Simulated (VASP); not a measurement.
# Pb (Fm-3m) in VASP: further runs

Runs on Pb. Level: PBE. Tasks: relaxation of the atoms.

Everything below comes from runs of VASP 6.6.1. Logs are shortened: lines on timing, memory, paths and dates and some standing lists are left out, and cuts for length are marked.

## 1. The structure

The structure is cubic, space group Fm-3m (No. 225). Conventional cell: a = 5.047 Å, b = 5.047 Å, c = 5.047 Å, α = 90.00°, β = 90.00°, γ = 90.00°. Pb (site symmetry m-3m) is surrounded by 12 Pb at 3.57 Å.

## 2. Relaxation of the atoms, PBE (a relaxed cell with its volume scaled by 0.98)

Input file INCAR:

```
PREC = Accurate
ENCUT = 300
EDIFF = 1E-7
ISMEAR = 1
SIGMA = 0.1
LREAL = F
LASPH = T
NELM = 80
ALGO = Fast
ISIF = 2
LWAVE = F
LCHARG = F
GGA = PE
IBRION = 2
NSW = 40
EDIFFG = -0.01
```

Input file KPOINTS:

```
Automatic mesh
0
Gamma
  7 7 7
```

Input file POSCAR:

```
Pb                                      
1.0
    0.0000000000      2.5067407743      2.5067407743
    2.5067407743      0.0000000000      2.5067407743
    2.5067407743      2.5067407743      0.0000000000
  Pb            
     1
Direct
     0.0000000000000000    0.0000000000000000    0.0000000000000000
```

Potentials or basis: VASP PAW PBE potentials, release 64 (Pb).

Command:

```
cat potpaw_PBE.64/Pb/POTCAR > POTCAR
mpirun -np 1 vasp_std > vasp.out
```

OUTCAR:

```text
PREC = Accurate
   ENCUT = 300
   EDIFF = 1E-7
   ISMEAR = 1
   LREAL = F
   LASPH = T
   NELM = 80
   ISIF = 2
   GGA = PE
   IBRION = 2
   NSW = 40
   EDIFFG = -0.01

 ion  position               nearest neighbor table
   1  0.000  0.000  0.000-

  LATTYP: Found a face centered cubic cell.
 ALAT       =     5.0134815486

  Lattice vectors:

 A1 = (   0.0000000000,   2.5067407743,   2.5067407743)
 A2 = (   2.5067407743,   0.0000000000,   2.5067407743)
 A3 = (   2.5067407743,   2.5067407743,   0.0000000000)

Analysis of symmetry for initial positions (statically):
=====================================================================
 Subroutine PRICEL returns:
 Original cell was already a primitive cell.

 Routine SETGRP: Setting up the symmetry group for a
 face centered cubic supercell.

 Subroutine GETGRP returns: Found 48 space group operations
 (whereof 48 operations were pure point group operations)
 out of a pool of 48 trial point group operations.

The static configuration has the point symmetry O_h .

Analysis of symmetry for dynamics (positions and initial velocities):
=====================================================================
 Subroutine PRICEL returns:
 Original cell was already a primitive cell.

 Routine SETGRP: Setting up the symmetry group for a
 face centered cubic supercell.

 Subroutine GETGRP returns: Found 48 space group operations
 (whereof 48 operations were pure point group operations)
 out of a pool of 48 trial point group operations.

The dynamic configuration has the point symmetry O_h .

 Subroutine INISYM returns: Found 48 space group operations
 (whereof 48 operations are pure point group operations),
 and found     1 'primitive' translations

----------------------------------------------------------------------------------------

                                     Primitive cell

  volume of cell :      31.5035

  direct lattice vectors                    reciprocal lattice vectors
     0.000000000  2.506740774  2.506740774    -0.199462188  0.199462188  0.199462188
     2.506740774  0.000000000  2.506740774     0.199462188 -0.199462188  0.199462188
     2.506740774  2.506740774  0.000000000     0.199462188  0.199462188 -0.199462188

  length of vectors
     3.545066800  3.545066800  3.545066800     0.345478644  0.345478644  0.345478644

  position of ions in fractional coordinates (direct lattice)
     0.000000000  0.000000000  0.000000000

  ion indices of the primitive-cell ions
   primitive index   ion index
                 1           1

----------------------------------------------------------------------------------------

 KPOINTS: Automatic mesh

Automatic generation of k-mesh.
 Grid dimensions read from file:
 generate k-points for:    7    7    7

 Generating k-lattice:

  Cartesian coordinates                     Fractional coordinates (reciprocal lattice)
    -0.028494598  0.028494598  0.028494598     0.142857143  0.000000000  0.000000000
     0.028494598 -0.028494598  0.028494598     0.000000000  0.142857143  0.000000000
     0.028494598  0.028494598 -0.028494598     0.000000000  0.000000000  0.142857143

  Length of vectors
     0.049354092  0.049354092  0.049354092

  Shift w.r.t. Gamma in fractional coordinates (k-lattice)
     0.000000000  0.000000000  0.000000000

 Subroutine IBZKPT returns following result:
 ===========================================

 Found     20 irreducible k-points:

 Following reciprocal coordinates:
            Coordinates               Weight
  0.000000  0.000000  0.000000      1.000000
  0.142857  0.000000  0.000000      8.000000
  0.285714  0.000000  0.000000      8.000000
  0.428571  0.000000  0.000000      8.000000
  0.142857  0.142857  0.000000      6.000000
  0.285714  0.142857  0.000000     24.000000
  0.428571  0.142857  0.000000     24.000000
 -0.428571  0.142857  0.000000     24.000000
 -0.285714  0.142857  0.000000     24.000000
 -0.142857  0.142857  0.000000     12.000000
  0.285714  0.285714  0.000000      6.000000
  0.428571  0.285714  0.000000     24.000000
 -0.428571  0.285714  0.000000     24.000000
 -0.285714  0.285714  0.000000     12.000000
  0.428571  0.428571  0.000000      6.000000
 -0.428571  0.428571  0.000000     12.000000
  0.428571  0.285714  0.142857     24.000000
 -0.428571  0.285714  0.142857     48.000000
 -0.428571  0.428571  0.142857     24.000000
 -0.285714  0.428571  0.142857     24.000000
   k-points           NKPTS =     20   k-points in BZ     NKDIM =     20   number of bands    NBANDS=      6
   number of dos      NEDOS =    301   number of ions     NIONS =      1
   total plane-waves  NPLWV =   8000
   dimension x,y,z NGX =    20 NGY =   20 NGZ =   20
   dimension x,y,z NGXF=    40 NGYF=   40 NGZF=   40
   ions per type =               1
   NGX,Y,Z   is equivalent  to a cutoff of   9.38,  9.38,  9.38 a.u.
   NGXF,Y,Z  is equivalent  to a cutoff of  18.76, 18.76, 18.76 a.u.
 SYSTEM =  unknown system
   PREC   = accura    normal or accurate (medium, high low for compatibility)
   ISTART =      0    job   : 0-new  1-cont  2-samecut
   ICHARG =      2    charge: 1-file 2-atom 10-const
   ISPIN  =      1    spin polarized calculation?
   LNONCOLLINEAR =      F non collinear calculations
   LSORBIT =      F    spin-orbit coupling
   LASPH  =      T    aspherical Exc in radial PAW
   ENCUT  =  300.0 eV  22.05 Ry    4.70 a.u.   5.01  5.01  5.01*2*pi/ulx,y,z
   NELM   =     80;   NELMIN=  2; NELMDL= -5     # of ELM steps
   EDIFF  = 0.1E-06   stopping-criterion for ELM
   LREAL  =      F    real-space projection
   EDIFFG = -.1E-01   stopping-criterion for IOM
   NSW    =     40    number of steps for IOM
   IBRION =      2    ionic relax: 0-MD 1-quasi-New 2-CG
   NFREE  =      1    steps in history (QN), initial steepest desc. (CG)
   ISIF   =      2    stress and relaxation
   ISYM   =      2    0-nonsym 1-usesym 2-fastsym
   POTIM  = 0.5000    time-step for ionic-motion
   TEBEG  =    0.0;   TEEND  =   0.0 temperature during run
   PSTRESS=    0.0 pullay stress
   NELECT =       4.0000    total number of electrons
   NUPDOWN=      -1.0000    fix difference up-down
   EMIN   =  10.00;   EMAX   =-10.00  energy-range for DOS
   EFERMI =   0.00;   METHOD = LEGACY
   ISMEAR =     1;   SIGMA  =   0.10  broadening in eV -4-tet -1-fermi 0-gaus
[... 46 lines left out ...]
      3      11.7852      0.00000
      4      11.7852      0.00000
      5      14.4118      0.00000
      6      15.4390      0.00000

 k-point     2 :       0.1429    0.0000    0.0000
  band No.  band energies     occupation
      1      -6.4676      2.00000
      2       8.5291      0.00000
      3      11.3572      0.00000
      4      11.3572      0.00000
      5      13.7023      0.00000
      6      16.7893      0.00000

 k-point     3 :       0.2857    0.0000    0.0000
  band No.  band energies     occupation
      1      -5.3702      2.00000
      2       4.3564      2.07082
      3      10.6057      0.00000
      4      10.6057      0.00000
      5      13.3067      0.00000
      6      15.4868      0.00000

 k-point     4 :       0.4286    0.0000    0.0000
  band No.  band energies     occupation
      1      -3.8571      2.00000
      2       1.2010      2.00000
      3      10.1020      0.00000
      4      10.1020      0.00000
      5      13.4205      0.00000
      6      14.1729      0.00000

 k-point     5 :       0.1429    0.1429    0.0000
  band No.  band energies     occupation
      1      -6.3417      2.00000
      2       9.3782      0.00000
      3      10.1496      0.00000
      4      10.1496      0.00000
      5      13.0227      0.00000
      6      14.8586      0.00000

 k-point     6 :       0.2857    0.1429    0.0000
  band No.  band energies     occupation
      1      -5.4804      2.00000
      2       5.8056     -0.00000
      3       9.2212      0.00000
      4       9.4220      0.00000
      5      12.8680      0.00000
      6      14.3593      0.00000

 k-point     7 :       0.4286    0.1429    0.0000
  band No.  band energies     occupation
      1      -4.0437      2.00000
      2       2.3627      2.00000
      3       8.2314      0.00000
      4       8.9355      0.00000
      5      12.2891      0.00000
      6      16.0800      0.00000

 k-point     8 :      -0.4286    0.1429    0.0000
  band No.  band energies     occupation
      1      -3.2655      2.00000
      2       1.0732      2.00000
      3       7.3975      0.00000
      4       9.4109      0.00000
      5      12.4985      0.00000
      6      15.5359      0.00000

 k-point     9 :      -0.2857    0.1429    0.0000
  band No.  band energies     occupation
      1      -4.5638      2.00000
      2       3.4115      2.00000
      3       7.2802      0.00000
      4      10.5446      0.00000
      5      13.4489      0.00000
      6      15.2061      0.00000

 k-point    10 :      -0.1429    0.1429    0.0000
  band No.  band energies     occupation
      1      -5.8483      2.00000
      2       6.7498      0.00000
      3       8.3407      0.00000
      4      11.6852      0.00000
      5      14.8059      0.00000
      6      15.1305      0.00000

 k-point    11 :       0.2857    0.2857    0.0000
  band No.  band energies     occupation
      1      -4.8669      2.00000
      2       5.7985     -0.00000
      3       8.0287      0.00000
      4       8.0287      0.00000
      5      11.4873      0.00000
      6      11.7721      0.00000

 k-point    12 :       0.4286    0.2857    0.0000
  band No.  band energies     occupation
      1      -3.6400      2.00000
      2       3.5190      2.00000
      3       6.2031     -0.00000
      4       7.5530      0.00000
      5      11.0421      0.00000
      6      13.2180      0.00000

 k-point    13 :      -0.4286    0.2857    0.0000
  band No.  band energies     occupation
      1      -2.5532      2.00000
      2       2.0631      2.00000
      3       4.4284      1.76480
      4       7.9369      0.00000
      5      11.2290      0.00000
      6      16.5127      0.00000

 k-point    14 :      -0.2857    0.2857    0.0000
  band No.  band energies     occupation
      1      -3.2719      2.00000
      2       3.0034      2.00000
      3       4.1890      2.00030
      4       9.1017      0.00000
      5      12.0226      0.00000
      6      17.9799      0.00000

 k-point    15 :       0.4286    0.4286    0.0000
  band No.  band energies     occupation
      1      -2.7288      2.00000
      2       2.3089      2.00000
      3       6.8149      0.00000
      4       6.8149      0.00000
      5      10.0426      0.00000
      6      11.1623      0.00000

 k-point    16 :      -0.4286    0.4286    0.0000
  band No.  band energies     occupation
      1      -2.0996      2.00000
      2       1.8287      2.00000
      3       4.9514     -0.00000
      4       6.9534      0.00000
      5      10.5172      0.00000
      6      12.8427      0.00000

 k-point    17 :       0.4286    0.2857    0.1429
  band No.  band energies     occupation
      1      -4.4260      2.00000
      2       4.4041      1.96144
      3       6.2818     -0.00000
      4       8.7024      0.00000
      5      13.4093      0.00000
      6      14.1193      0.00000

 k-point    18 :      -0.4286    0.2857    0.1429
  band No.  band energies     occupation
      1      -3.0490      2.00000
      2       2.2073      2.00000
      3       5.4177     -0.00000
      4       7.5133      0.00000
      5      13.4178      0.00000
      6      15.2507      0.00000

 k-point    19 :      -0.4286    0.4286    0.1429
  band No.  band energies     occupation
      1      -2.5141      2.00000
      2       2.5695      2.00000
      3       5.1345     -0.00000
      4       5.8194     -0.00000
      5      12.5632      0.00000
      6      13.4274      0.00000

 k-point    20 :      -0.2857    0.4286    0.1429
  band No.  band energies     occupation
      1      -2.1729      2.00000
      2       3.0211      2.00000
      3       3.2502      2.00000
      4       6.0530     -0.00000
      5      13.3690      0.00000
      6      16.5372      0.00000

------------------------ aborting loop because EDIFF is reached ----------------------------------------

  FORCE on cell =-STRESS in cart. coord.  units (eV):
  Direction    XX          YY          ZZ          XY          YZ          ZX
  --------------------------------------------------------------------------------------
  -------------------------------------------------------------------------------------
  Total        0.1673240      0.1673240      0.1673240     -0.0000000     -0.0000000      0.0000000
  in kB        8.5096295      8.5096295      8.5096295     -0.0000000     -0.0000000      0.0000000
  external PRESSURE =       8.5096295 kB  Pullay stress =       0.0000000 kB

 VOLUME and BASIS-vectors are now :
 -----------------------------------------------------------------------------
  energy-cutoff  :      300.00
  volume of cell :       31.50
      direct lattice vectors                 reciprocal lattice vectors
     0.000000000  2.506740774  2.506740774    -0.199462188  0.199462188  0.199462188
     2.506740774  0.000000000  2.506740774     0.199462188 -0.199462188  0.199462188
     2.506740774  2.506740774  0.000000000     0.199462188  0.199462188 -0.199462188

 POSITION                                       TOTAL-FORCE (eV/Angst)
 -----------------------------------------------------------------------------------
      0.00000      0.00000      0.00000         0.000000     -0.000000     -0.000000
 -----------------------------------------------------------------------------------
    total drift:                                0.000000      0.000000     -0.000000

  FREE ENERGIE OF THE ION-ELECTRON SYSTEM (eV)
  ---------------------------------------------------
  free  energy   TOTEN  =        -3.5842770220 eV

  energy  without entropy=       -3.5840822842  energy(sigma->0) =       -3.58421211

 reached required accuracy - stopping structural energy minimisation
```

It took 1.5 s on 1 thread of Intel Xeon 6975P-C (Granite Rapids), shared host; peak memory 0.12 GiB.

What came out:

```yaml
Free_energy: -3.5843 eV
Pressure_after_relaxing: 0.9 GPa
Band_gap_on_the_k_mesh: none (metal or under the smearing width)
```

Final structure:
```xyz
1
Lattice="0.0000 2.5067 2.5067 2.5067 0.0000 2.5067 2.5067 2.5067 0.0000" Properties=species:S:1:pos:R:3 pbc="T T T"
Pb    0.0000    0.0000    0.0000
```

Levels at points of the mesh, in eV from the Fermi level:
| k point | band 1 | band 2 | band 3 | band 4 | band 5 | band 6 |
| --- | --- | --- | --- | --- | --- | --- |
| (0.00, 0.00, 0.00) | -11.32 | 7.30 | 7.30 | 7.30 | 9.93 | 10.96 |

Caveat: the relaxation stopped at its first step, so nothing moved. The run has no spin-orbit coupling, so splittings on Pb are missing.

## 3. Relaxation of the atoms, PBE

INCAR is that of step 2.

KPOINTS is that of step 2.

Input file POSCAR:

```
Pb                                      
1.0
    0.0000000000      2.5236787258      2.5236787258
    2.5236787258      0.0000000000      2.5236787258
    2.5236787258      2.5236787258      0.0000000000
  Pb            
     1
Direct
     0.0000000000000000    0.0000000000000000    0.0000000000000000
```

Potentials or basis: VASP PAW PBE potentials, release 64 (Pb).

Command:

```
cat potpaw_PBE.64/Pb/POTCAR > POTCAR
mpirun -np 1 vasp_std > vasp.out
```

Wall time 1.6 s (1 thread of Intel Xeon 6975P-C (Granite Rapids), shared host); peak memory 0.12 GiB.

Results (log left out):

```yaml
Free_energy: -3.5860 eV
Pressure_after_relaxing: 0.0 GPa
Band_gap_on_the_k_mesh: none (metal or under the smearing width)
```

Final structure:
```cif
data_structure
_symmetry_space_group_name_H-M 'P 1'
_symmetry_Int_Tables_number 1
_cell_length_a 3.5690
_cell_length_b 3.5690
_cell_length_c 3.5690
_cell_angle_alpha 60.000
_cell_angle_beta 60.000
_cell_angle_gamma 60.000
_cell_volume 32.15
loop_
_atom_site_label
_atom_site_type_symbol
_atom_site_fract_x
_atom_site_fract_y
_atom_site_fract_z
_atom_site_occupancy
Pb1 Pb 0.00000 0.00000 0.00000 1
```

Levels at points of the mesh, in eV from the Fermi level:
```tsv
k point	band 1	band 2	band 3	band 4	band 5	band 6
(0.00, 0.00, 0.00)	-11.20	7.15	7.15	7.15	9.91	10.71
```

Caveat: the relaxation stopped at its first step, so nothing moved. The run has no spin-orbit coupling, so splittings on Pb are missing.

## 4. Relaxation of the atoms, PBE (a relaxed cell with its volume scaled by 1.02)

INCAR is that of step 3.

KPOINTS is that of step 3.

Input file POSCAR:

```
Pb                                      
1.0
    0.0000000000      2.5403923170      2.5403923170
    2.5403923170      0.0000000000      2.5403923170
    2.5403923170      2.5403923170      0.0000000000
  Pb            
     1
Direct
     0.0000000000000000    0.0000000000000000    0.0000000000000000
```

Command:

```
cat potpaw_PBE.64/Pb/POTCAR > POTCAR
mpirun -np 1 vasp_std > vasp.out
```

Run time: 1.6 s. Hardware: 1 thread of Intel Xeon 6975P-C (Granite Rapids), shared host; peak memory 0.12 GiB.

It converged, with:

* Free energy: -3.5845 eV
* Pressure after relaxing: -0.8 GPa
* Band gap on the k mesh: none (metal or under the smearing width)

Final structure:
```
Pb
1.0
     0.00000    2.54039    2.54039
     2.54039    0.00000    2.54039
     2.54039    2.54039    0.00000
Pb
1
Direct
  0.00000 0.00000 0.00000
```

Levels at points of the mesh, in eV from the Fermi level:
```csv
k point,band 1,band 2,band 3,band 4,band 5,band 6
"(0.00, 0.00, 0.00)",-11.08,6.98,6.98,6.98,9.89,10.46
```

Caveat: the relaxation stopped at its first step, so nothing moved. Spin-orbit coupling is left out, which matters for the levels of Pb.

## 5. Relaxation of the atoms, PBE (a relaxed cell with its volume scaled by 1.04)

INCAR is that of step 4.

KPOINTS is that of step 4.

Input file POSCAR:

```
Pb                                      
1.0
    0.0000000000      2.5568888333      2.5568888333
    2.5568888333      0.0000000000      2.5568888333
    2.5568888333      2.5568888333      0.0000000000
  Pb            
     1
Direct
     0.0000000000000000    0.0000000000000000    0.0000000000000000
```

Command:

```
cat potpaw_PBE.64/Pb/POTCAR > POTCAR
mpirun -np 1 vasp_std > vasp.out
```

It took 1.6 s on 1 thread of Intel Xeon 6975P-C (Granite Rapids), shared host; peak memory 0.12 GiB.

Results (log left out):

| Property | Result |
| --- | --- |
| Free energy | -3.5799 eV |
| Pressure after relaxing | -1.5 GPa |
| Band gap on the k mesh | none (metal or under the smearing width) |

Final structure:
```
Pb
1.0
     0.00000    2.55689    2.55689
     2.55689    0.00000    2.55689
     2.55689    2.55689    0.00000
Pb
1
Cartesian
  0.0000 0.0000 0.0000
```

Levels at points of the mesh, in eV from the Fermi level:
```tsv
k point	band 1	band 2	band 3	band 4	band 5
(0.00, 0.00, 0.00)	-10.98	6.83	6.83	6.83	9.86
```

Caveat: the relaxation stopped at its first step, so nothing moved.

## 6. Overview

| cell | gap on the mesh (eV) | pressure (GPa) |
| --- | --- | --- |
| atoms relaxed from: a relaxed cell with its volume scaled by 0.98 | none | 0.9 |
| atoms relaxed | none | 0.0 |
| atoms relaxed from: a relaxed cell with its volume scaled by 1.02 | none | -0.8 |
| atoms relaxed from: a relaxed cell with its volume scaled by 1.04 | none | -1.5 |

Alike in all rows: task relaxation of the atoms; level PBE; potentials or basis VASP PAW PBE potentials, release 64 (Pb); no spin polarisation; k mesh 7 × 7 × 7; cutoff (eV) 300; smearing methfessel-paxton 0.1 eV.

Caveats: the relaxation stopped at its first step, so nothing moved.

Total energies depend on the potentials used, so only differences within one code and one set of settings carry meaning.
